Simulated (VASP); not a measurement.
These are PBE GGA with D4 dispersion, VASP's PBE PAW potentials (set 64) (plane waves; VASP 6.6.1) values and carry that method's errors.

A VASP calculation is set up with these files.

**POSCAR**
```
NaF
1.0
  0.0000000000   2.3150000000   2.3150000000
  2.3150000000   0.0000000000   2.3150000000
  2.3150000000   2.3150000000   0.0000000000
Na F
1 1
Cart
  0.0000000000   0.0000000000   0.0000000000
  2.3150000000   2.3150000000   2.3150000000
```

INCAR:
```
SYSTEM = NaF
PREC = Accurate
ENCUT = 520
EDIFF = 1E-6
NELM = 100
ALGO = Normal
LREAL = .FALSE.
LASPH = .TRUE.
ISMEAR = 0
SIGMA = 0.05
GGA = PE
IVDW = 13
LWAVE = .FALSE.
LCHARG = .FALSE.
IBRION = 2
ISIF = 3
NSW = 60
EDIFFG = -0.01
```

### KPOINTS
```
Automatic mesh
0
Gamma
9 9 9
0 0 0
```

POTCAR, in this order: Na_pv F (PBE.64 set). Program: vasp_std.

Output

File OSZICAR:
```
       N       E                     dE             d eps       ncg     rms          rms(c)
DAV:   1     0.108254703015E+03    0.10825E+03   -0.82805E+03   778   0.151E+03
DAV:   2    -0.330625672340E+01   -0.11156E+03   -0.10349E+03   812   0.361E+02
DAV:   3    -0.939161924559E+01   -0.60854E+01   -0.60621E+01   887   0.884E+01
DAV:   4    -0.945504447940E+01   -0.63425E-01   -0.63414E-01   839   0.933E+00
DAV:   5    -0.945570164480E+01   -0.65717E-03   -0.65716E-03   878   0.994E-01    0.542E+00
DAV:   6    -0.856836948697E+01    0.88733E+00   -0.38387E+00   934   0.188E+01    0.183E+00
DAV:   7    -0.855838676980E+01    0.99827E-02   -0.32202E-02   779   0.259E+00    0.104E+00
DAV:   8    -0.855975991101E+01   -0.13731E-02   -0.27942E-02   779   0.421E+00    0.120E-01
DAV:   9    -0.856061292228E+01   -0.85301E-03   -0.40728E-03   869   0.707E-01    0.888E-02
DAV:  10    -0.856051594908E+01    0.96973E-04   -0.59025E-04   818   0.363E-01    0.118E-02
DAV:  11    -0.856051392820E+01    0.20209E-05   -0.16904E-05   854   0.745E-02    0.332E-03
DAV:  12    -0.856051416087E+01   -0.23266E-06   -0.13315E-06   794   0.176E-02
   1 F= -.86642728E+01 E0= -.86642728E+01  d E =-.866427E+01
       N       E                     dE             d eps       ncg     rms          rms(c)
DAV:   1    -0.859755570327E+01   -0.37042E-01   -0.64578E-01   902   0.138E+01    0.142E+00
DAV:   2    -0.856769715284E+01    0.29859E-01   -0.12195E-01   923   0.388E+00    0.384E-01
DAV:   3    -0.856567082839E+01    0.20263E-02   -0.43427E-03   875   0.164E+00    0.197E-01
DAV:   4    -0.856481773563E+01    0.85309E-03   -0.68324E-04   875   0.984E-01    0.307E-02
DAV:   5    -0.856477841060E+01    0.39325E-04   -0.98473E-05   883   0.170E-01    0.804E-03
DAV:   6    -0.856477079000E+01    0.76206E-05   -0.14244E-05   869   0.755E-02    0.373E-03
DAV:   7    -0.856477062453E+01    0.16547E-06   -0.68269E-07   406   0.123E-02
   2 F= -.86667608E+01 E0= -.86667608E+01  d E =-.248801E-02
       N       E                     dE             d eps       ncg     rms          rms(c)
DAV:   1    -0.857301367631E+01   -0.82429E-02   -0.13709E-01   905   0.634E+00    0.659E-01
DAV:   2    -0.856663843141E+01    0.63752E-02   -0.26349E-02   926   0.179E+00    0.178E-01
DAV:   3    -0.856621315318E+01    0.42528E-03   -0.96766E-04   872   0.771E-01    0.914E-02
DAV:   4    -0.856602835985E+01    0.18479E-03   -0.14873E-04   878   0.457E-01    0.146E-02
DAV:   5    -0.856601885938E+01    0.95005E-05   -0.21608E-05   906   0.792E-02    0.377E-03
DAV:   6    -0.856601704882E+01    0.18106E-05   -0.30912E-06   678   0.354E-02    0.174E-03
DAV:   7    -0.856601701633E+01    0.32492E-07   -0.14711E-07   391   0.576E-03
   3 F= -.86672026E+01 E0= -.86672026E+01  d E =-.292973E-02
       N       E                     dE             d eps       ncg     rms          rms(c)
DAV:   1    -0.856807873016E+01   -0.20617E-02   -0.31683E-02   905   0.304E+00    0.317E-01
DAV:   2    -0.856660081808E+01    0.14779E-02   -0.61407E-03   926   0.864E-01    0.855E-02
DAV:   3    -0.856650506605E+01    0.95752E-04   -0.22774E-04   872   0.374E-01    0.441E-02
DAV:   4    -0.856646099289E+01    0.44073E-04   -0.34737E-05   872   0.220E-01    0.712E-03
DAV:   5    -0.856645832822E+01    0.26647E-05   -0.50218E-06   777   0.382E-02    0.183E-03
DAV:   6    -0.856645782739E+01    0.50083E-06   -0.67384E-07   388   0.173E-02
   4 F= -.86672581E+01 E0= -.86672581E+01  d E =-.298529E-02
```

### OUTCAR
```
------------------------ aborting loop because EDIFF is reached ----------------------------------------
  Edisp (eV):   -0.10080
  FORCE on cell =-STRESS in cart. coord.  units (eV):
  Direction    XX          YY          ZZ          XY          YZ          ZX
  --------------------------------------------------------------------------------------
  Total      -0.00208    -0.00208    -0.00208     0.00000     0.00000     0.00000
  in kB      -0.13045    -0.13045    -0.13045     0.00000     0.00000     0.00000
  external pressure =       -0.13 kB  Pullay stress =        0.00 kB
  volume of cell :       25.49
      direct lattice vectors                 reciprocal lattice vectors
     0.000000000  2.335771560  2.335771560    -0.214062029  0.214062029  0.214062029
     2.335771560  0.000000000  2.335771560     0.214062029 -0.214062029  0.214062029
     2.335771560  2.335771560  0.000000000     0.214062029  0.214062029 -0.214062029
  FREE ENERGIE OF THE ION-ELECTRON SYSTEM (eV)
  ---------------------------------------------------
  free  energy   TOTEN  =        -8.6672581262 eV

  energy  without entropy=       -8.6672581262  energy(sigma->0) =       -8.66725813

 reached required accuracy - stopping structural energy minimisation
```
(Selected blocks of OUTCAR.)

CONTCAR:
```
NaF
   1.00000000000000
     0.0000000000000000    2.3357715595733088    2.3357715595733088
     2.3357715595733088    0.0000000000000000    2.3357715595733088
     2.3357715595733088    2.3357715595733088    0.0000000000000000
  Na              F
     1     1
Direct
     0.0000000000000000    0.0000000000000000    0.0000000000000000
     0.5000000000000000    0.5000000000000000    0.5000000000000000
```

Energy and stress use the plane-wave basis of the starting cell.

The compound is NaF in the rock salt structure. This run relaxes it. Symmetry was kept, so distortions that lower it aren't found.
